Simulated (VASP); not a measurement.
Given:

```
CELL_PARAMETERS angstrom
      2.72612     0.00000     0.00000
      0.00000     2.72612     0.00000
      0.00000     0.00000     3.71843
ATOMIC_POSITIONS crystal
  Fe 0.00000 0.00000 0.00000
  Pt 0.50000 0.50000 0.50000
```
Starting moments (μB, in the order of the record's atoms Fe Pt): 3.2 0.3.

Calculation: r2SCAN+rVV10, VASP's PBE PAW potentials (set 64) (plane waves; VASP 6.6.1). Numerical set-up: 520 eV cut-off, 15×15×11 Γ-centred mesh, tetrahedra with Blöchl corrections, potentials Fe Pt.

Give the spin-up energies of bands 1 to 13 at the high-symmetry points, in eV from the Fermi level.

```tsv
band	Γ	X	M	Z	R	A
1	-10.04	-6.49	-7.36	-8.10	-7.03	-6.42
2	-6.93	-5.10	-6.48	-6.20	-6.99	-5.18
3	-6.62	-4.87	-6.34	-6.03	-4.36	-5.18
4	-4.19	-4.81	-6.34	-4.54	-4.31	-5.06
5	-4.19	-4.45	-2.41	-3.54	-4.11	-4.45
6	-3.75	-4.41	-2.12	-3.37	-4.10	-4.45
7	-3.13	-3.60	-1.20	-3.37	-2.20	-3.45
8	-2.77	-3.21	-1.20	-3.02	-1.51	-2.12
9	-0.94	-2.92	-1.11	-2.97	-1.01	-2.00
10	-0.94	-1.84	0.42	-2.39	-0.88	0.43
11	-0.82	-0.57	1.56	-2.39	-0.73	6.86
12	2.29	1.97	1.56	-1.02	-0.56	6.86
13	9.91	10.62	7.60	15.93	4.59	7.79
```

Give the spin-down energies of bands 1 to 13 at the high-symmetry points, in eV from the Fermi level.

```json
[
 {"band": "1", "Γ": "-10.21", "X": "-6.55", "M": "-6.81", "Z": "-8.19", "R": "-6.62", "A": "-6.25"},
 {"band": "2", "Γ": "-6.10", "X": "-4.92", "M": "-5.29", "Z": "-5.90", "R": "-6.34", "A": "-5.07"},
 {"band": "3", "Γ": "-6.03", "X": "-4.57", "M": "-5.29", "Z": "-5.65", "R": "-3.10", "A": "-5.07"},
 {"band": "4", "Γ": "-2.47", "X": "-3.82", "M": "-5.05", "Z": "-2.74", "R": "-2.92", "A": "-1.81"},
 {"band": "5", "Γ": "-2.47", "X": "-2.66", "M": "1.11", "Z": "-2.06", "R": "-2.31", "A": "-1.59"},
 {"band": "6", "Γ": "-0.84", "X": "-1.48", "M": "1.40", "Z": "-2.06", "R": "-1.00", "A": "-1.35"},
 {"band": "7", "Γ": "-0.77", "X": "-1.11", "M": "1.40", "Z": "-1.49", "R": "-0.62", "A": "-1.35"},
 {"band": "8", "Γ": "1.01", "X": "-0.66", "M": "1.62", "Z": "-0.68", "R": "-0.22", "A": "1.11"},
 {"band": "9", "Γ": "1.99", "X": "1.02", "M": "1.92", "Z": "0.64", "R": "1.11", "A": "1.30"},
 {"band": "10", "Γ": "1.99", "X": "1.09", "M": "2.06", "Z": "0.73", "R": "1.81", "A": "1.92"},
 {"band": "11", "Γ": "2.23", "X": "2.48", "M": "2.06", "Z": "0.73", "R": "1.97", "A": "7.80"},
 {"band": "12", "Γ": "2.31", "X": "2.88", "M": "2.16", "Z": "2.09", "R": "2.19", "A": "7.80"},
 {"band": "13", "Γ": "11.19", "X": "11.54", "M": "8.82", "Z": "16.57", "R": "5.99", "A": "8.91"}
]
```

It has no gap at this level: it comes out as a metal or semimetal.

The compound is FePt in the L1_0 structure. It was relaxed first.
